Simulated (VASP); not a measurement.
An input for Quantum ESPRESSO's pw.x (written as the equivalent of a VASP run, and not itself run):

```
&CONTROL
  calculation = 'vc-relax'
  pseudo_dir = './pseudo'
  outdir = './out'
  tprnfor = .true.
  tstress = .true.
  nstep = 60
  forc_conv_thr = 0.00078
/
&SYSTEM
  ibrav = 0
  nat = 4
  ntyp = 2
  ecutwfc = 84
  occupations = 'smearing'
  smearing = 'gaussian'
  degauss = 0.003675
  input_dft = 'pbesol'
/
&ELECTRONS
  conv_thr = 7.3e-08
  electron_maxstep = 100
/
&IONS
/
&CELL
/
ATOMIC_SPECIES
  Al 26.982 Al.upf
  N 14.007 N.upf
CELL_PARAMETERS angstrom
     3.1132802    0.0000000   -0.0000000
    -1.5566401    2.6961797    0.0000000
    -0.0000000    0.0000000    4.9837142
ATOMIC_POSITIONS crystal
  Al   0.3333330  0.6666670  0.0000244
  Al   0.6666670  0.3333330  0.5000244
  N    0.3333330  0.6666670  0.3819756
  N    0.6666670  0.3333330  0.8819756
K_POINTS automatic
  7 7 4 0 0 0
```

Question: Translate this input to VASP (INCAR, KPOINTS, POSCAR, choice of POTCAR).

Answer: Several could match; the one computed here: 
**INCAR**
```
ALGO  =  Normal
EDIFF  =  1E-6
EDIFFG  =  -0.02
ENCUT  =  530
GGA  =  PS
IBRION  =  2
ISIF  =  3
ISMEAR  =  0
LASPH  =  .TRUE.
LCHARG  =  .FALSE.
LREAL  =  .FALSE.
LWAVE  =  .FALSE.
NELM  =  100
NSW  =  60
PREC  =  Accurate
SIGMA  =  0.05
SYSTEM  =  AlN
```

### KPOINTS
```
Automatic mesh
0
Gamma
7 7 4
0 0 0
```

### POSCAR
```
AlN
1.0
  3.1132802064   0.0000000000   0.0000000000
 -1.5566401032   2.6961797420   0.0000000000
  0.0000000000   0.0000000000   4.9837141637
Al N
2 2
Cart
 -0.0000015566   1.7974540601   0.0001215319
  1.5566416598   0.8987256819   2.4919786137
 -0.0000015566   1.7974540601   1.9036572787
  1.5566416598   0.8987256819   4.3955143605
```

POTCAR, in this order: Al N (PBE.64 set). Program: vasp_std.

What does not carry over: the potentials are each code's own (VASP's PAW set, PseudoDojo norm-conserving files in pw.x), so ENCUT and ecutwfc are chosen apart and not converted; conv_thr bounds pw.x's estimated SCF error, while EDIFF bounds the energy change between steps; forc_conv_thr acts on force components and is met together with etot_conv_thr.

The compound is AlN in the wurtzite structure. It was relaxed first. The start is the result of an earlier pass.
